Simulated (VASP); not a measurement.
Input for VASP

KPOINTS:
```
Automatic mesh
0
Gamma
6 6 4
0 0 0
```

File POSCAR:
```
SiC
1
    1.5708000000    -2.7207050000     0.0000000000
    1.5708000000     2.7207050000     0.0000000000
    0.0000000000     0.0000000000     5.1510000000
Si C
2 2
Direct
  0.6666670000   0.3333330000   0.5000000000
  0.3333330000   0.6666670000   0.0000000000
  0.6666670000   0.3333330000   0.8750000000
  0.3333330000   0.6666670000   0.3750000000
```

### INCAR
```
SYSTEM = SiC
PREC = Accurate
ENCUT = 520
EDIFF = 1E-6
NELM = 4
ALGO = Normal
LREAL = .FALSE.
LASPH = .TRUE.
ISMEAR = 0
SIGMA = 0.05
GGA = PE
LWAVE = .FALSE.
LCHARG = .FALSE.
ISIF = 2
```

POTCAR, in this order: Si C (PBE.64 set). Program: vasp_std.

The resulting files:

File standard output:
```
 POSCAR found type information on POSCAR SiC
 POSCAR found :  2 types and       4 ions
 Reading from existing POTCAR
 Reading from existing POTCAR
 LDA part: xc-table for (Slater+PW92), standard interpolation
 POSCAR, INCAR and KPOINTS ok, starting setup
 WAVECAR not read
 entering main loop
       N       E                     dE             d eps       ncg     rms          rms(c)
DAV:   1     0.333084638843E+02    0.33308E+02   -0.74447E+03   504   0.119E+03
DAV:   2    -0.302315725474E+02   -0.63540E+02   -0.58908E+02   716   0.184E+02
DAV:   3    -0.333966435576E+02   -0.31651E+01   -0.31454E+01   660   0.412E+01
DAV:   4    -0.334365801139E+02   -0.39937E-01   -0.39909E-01   624   0.537E+00

 -----------------------------------------------------------------------------
|                                                                             |
|           W    W    AA    RRRRR   N    N  II  N    N   GGGG   !!!           |
|           W    W   A  A   R    R  NN   N  II  NN   N  G    G  !!!           |
|           W    W  A    A  R    R  N N  N  II  N N  N  G       !!!           |
|           W WW W  AAAAAA  RRRRR   N  N N  II  N  N N  G  GGG   !            |
|           WW  WW  A    A  R   R   N   NN  II  N   NN  G    G                |
|           W    W  A    A  R    R  N    N  II  N    N   GGGG   !!!           |
|                                                                             |
|     The electronic self-consistency was not achieved in the given           |
|     number of steps (NELM). The forces and other quantities evaluated       |
|     might not be reliable so examine the results carefully. If you find     |
|     spurious results, we suggest increasing NELM, if you were close to      |
|     convergence or switching to a different ALGO or adjusting the           |
|     density mixing parameters otherwise.                                    |
|                                                                             |
 -----------------------------------------------------------------------------

   1 F= -.33436580E+02 E0= -.33436580E+02  d E =-.458847E-16
```

File OUTCAR:
```
------------------------ aborting loop EDIFF was not reached (unconverged)  ----------------------------
  FORCE on cell =-STRESS in cart. coord.  units (eV):
  Direction    XX          YY          ZZ          XY          YZ          ZX
  --------------------------------------------------------------------------------------
  Total       15.6157733     15.6157686     14.5594585      0.0000000      0.0000000      0.0000000
  in kB      568.2640526    568.2638820    529.8243473      0.0000000      0.0000000      0.0000000
  external PRESSURE =     555.4507606 kB  Pullay stress =       0.0000000 kB
  volume of cell :       44.03
      direct lattice vectors                 reciprocal lattice vectors
     1.570800000 -2.720705000  0.000000000     0.318309142 -0.183775896  0.000000000
     1.570800000  2.720705000  0.000000000     0.318309142  0.183775896  0.000000000
     0.000000000  0.000000000  5.151000000     0.000000000  0.000000000  0.194137061
  FREE ENERGIE OF THE ION-ELECTRON SYSTEM (eV)
  ---------------------------------------------------
  free  energy   TOTEN  =       -33.4365801139 eV

  energy  without entropy=      -33.4365801139  energy(sigma->0) =      -33.43658011
```
(Selected blocks of OUTCAR.)

Task: Read the log: what went wrong, and how is it fixed?

Result: The cause: NELM is too small, so the electronic loop ends before EDIFF is met. The run did not converge; its last values are not results. Against the sound run, the energy per atom (σ→0) falls by 0.849 eV/atom; the pressure increases by 64.69 GPa; the band gap rises by 2.16 eV. To mend it, set NELM = 100.

The mended run (PBE GGA, plane waves, VASP's PBE PAW potentials (set 64)) converges, and its OSZICAR ends with
```
   1 F= -.30039778E+02 E0= -.30039778E+02  d E =-.281367E-15
```

The compound is SiC in the wurtzite structure, the rare 2H polytype. The cell was not relaxed at this level.
